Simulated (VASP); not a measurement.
# ZnSe: phonons with LDA

Crystal: ZnSe.

```
CELL_PARAMETERS angstrom
0.00000 2.83380 2.83380
2.83380 0.00000 2.83380
2.83380 2.83380 0.00000
ATOMIC_POSITIONS crystal
Zn 0.00000 0.00000 0.00000
Se 0.25000 0.25000 0.25000
```

* Program: VASP 6.6.1
* Task: phonons
* Functional: LDA
* Potentials or basis: VASP PAW LDA potentials, release 64 (Zn, Se)
* Cutoff: 600 eV
* k mesh: 8 × 8 × 8
* Occupations: gaussian, width 0.02 eV
* Spin: no spin polarisation
* Further INCAR settings: ALGO = Fast; EDIFF = 1e-08; IBRION = 6; POTIM = 0.015; NSW = 1

The relaxed volume is 21.67 Å³/atom and the relaxed cell is a = 3.943 Å, b = 3.943 Å, c = 3.943 Å, α = 60.00°, β = 60.00°, γ = 60.00°. The space group after relaxing (to 0.05 Å) is F-43m (No. 216) and the highest phonon frequency at Γ, LO-TO splitting left out is 218 cm⁻¹.

The path:
```tsv
step	energy change (eV)	largest force (eV/Å)	pressure (GPa)	volume (Å³)
1	0.0000	0.0000	-3.12	45.51
2	-0.0195	0.0000	1.17	42.66
3	-0.0220	0.0000	0.01	43.34
```

Final structure:
```
Zn Se
1.0
     0.00000    2.78804    2.78804
     2.78804    0.00000    2.78804
     2.78804    2.78804    0.00000
Zn Se
1 1
Cartesian
  0.0000 0.0000 0.0000
  1.3940 1.3940 1.3940
```

Phonon frequencies in cm⁻¹ (negative: imaginary):
```csv
q point,frequencies
"(0.000, 0.000, 0.000)",0 0 0 218 218 218
```

Wall time 5.8 min on 1 thread of AMD EPYC 7R43 64-Core Processor (Zen 3), on a shared host, peak memory 0.21 GiB.
